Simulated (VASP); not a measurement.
Calculation: TPSS meta-GGA, VASP's PBE PAW potentials (set 64) (plane waves; VASP).

The input files of a VASP run:

File POSCAR:
```
NiAl
1
    2.9478000000     0.0000000000     0.0000000000
    0.0000000000     2.9478000000     0.0000000000
    0.0000000000     0.0000000000     2.9478000000
Al Ni
1 1
Direct
  0.5000000000   0.5000000000   0.5000000000
  0.0000000000   0.0000000000   0.0000000000
```

INCAR:
```
# general
SYSTEM   =  NiAl
PREC     =  Accurate
ENCUT    =  400   # plane-wave cut-off (eV)
LREAL    =  F
LASPH    =  T   # aspherical one-centre terms

# electronic loop
EDIFF    =  1E-6   # SCF stop (eV)
NELM     =  100
ALGO     =  Normal   # blocked Davidson
LMAXMIX  =  4
LMIXTAU  =  T

# smearing
ISMEAR   =  1   # Methfessel-Paxton
SIGMA    =  0.1

# functional
METAGGA  =  TPSS

# ions
ISIF     =  2

# output
LWAVE    =  F
LCHARG   =  F
```

### KPOINTS
```
Regular mesh
0
G
 11 11 11
0 0 0
```

POTCAR, in this order: Al Ni (PBE.64 set). Program: vasp_std.

Problem. Estimate the energy per atom (σ→0), pressure, band gap (on the k-mesh).

Solution. 
* **energy per atom (σ→0)**: -11.233 eV/atom
* **band gap (on the k-mesh)**: none (metal, semimetal or under 0.01 eV)
* **pressure**: -11.60 GPa

File OSZICAR:
```
...
DAV:  14    -0.224659775365E+02   -0.70990E-02   -0.12036E-02  1260   0.203E+00    0.189E-01
DAV:  15    -0.224658015482E+02    0.17599E-03   -0.42808E-04  1298   0.368E-01    0.181E-01
DAV:  16    -0.224658818654E+02   -0.80317E-04   -0.18468E-04  1580   0.162E-01    0.609E-02
DAV:  17    -0.224658802362E+02    0.16292E-05   -0.51680E-05  1482   0.102E-01    0.187E-02
DAV:  18    -0.224658661322E+02    0.14104E-04   -0.59841E-06  1132   0.278E-02    0.201E-02
DAV:  19    -0.224658801103E+02   -0.13978E-04   -0.61461E-06  1176   0.408E-02    0.488E-03
DAV:  20    -0.224658806125E+02   -0.50221E-06   -0.51044E-07   560   0.102E-02
   1 F= -.22465881E+02 E0= -.22465746E+02  d E =-.403370E-03
```

The compound is NiAl in the CsCl type structure. The cell was not relaxed at this level. The run is one of a series of settings (GGA removed, LMIXTAU = .TRUE., METAGGA = TPSS against the base run), some of them coarse on purpose. The run is not spin-polarised, so no magnetic state was tried. The electron count is odd and the run is not spin-polarised, which forces a metal.
